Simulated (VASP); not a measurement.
Data:

```
CELL_PARAMETERS angstrom
      3.79398     0.00000     0.00000
      0.00000     3.79398     0.00000
      0.00000     0.00000     7.86298
ATOMIC_POSITIONS crystal
  Dy 0.00000 0.50000 0.72639
  Dy 0.50000 0.00000 0.27361
  S  0.00000 0.50000 0.36800
  S  0.50000 0.00000 0.63200
  S  0.00000 0.00000 0.00000
  S  0.50000 0.50000 0.00000
```

These are PBEsol GGA with spin-orbit coupling, VASP's PBE PAW potentials (set 64) (plane waves; VASP) values and carry that method's errors. Settings: 400 eV cut-off, 7×7×4 Γ-centred mesh, Gaussian smearing of 0.050 eV, potentials Dy_3 S.

The 4f electrons are frozen in the core of the lanthanide potential, so 4f levels, which can set the real gap, and their magnetism are missing.

Question: Give the energies of bands 35 to 48 at the high-symmetry points, in eV from the Fermi level.

Answer: 
```tsv
band	Γ	X	M	Z	R	A
35	-1.67	-3.06	-3.43	-2.43	-3.17	-2.92
36	-1.67	-3.06	-3.43	-2.43	-3.17	-2.92
37	-1.52	-2.92	-2.53	-1.61	-2.84	-2.59
38	-1.52	-2.92	-2.53	-1.61	-2.84	-2.59
39	-1.08	-2.92	-2.53	-1.47	-2.84	-2.59
40	-1.08	-2.92	-2.53	-1.47	-2.84	-2.59
41	-0.43	-2.51	2.13	0.18	-1.58	2.13
42	-0.43	-2.51	2.13	0.18	-1.58	2.13
43	0.64	-2.51	2.13	0.71	-1.58	2.13
44	0.64	-2.51	2.13	0.71	-1.58	2.13
45	0.75	2.63	3.02	0.83	2.71	2.69
46	0.75	2.63	3.02	0.83	2.71	2.69
47	1.43	2.63	3.02	1.38	2.71	2.69
48	1.43	2.63	3.02	1.38	2.71	2.69
```

It has no gap at this level: it comes out as a metal or semimetal.

The structure comes from a computed database's DyS2 entry (P4/nmm); how it stands against other phases isn't given here. It was relaxed first.
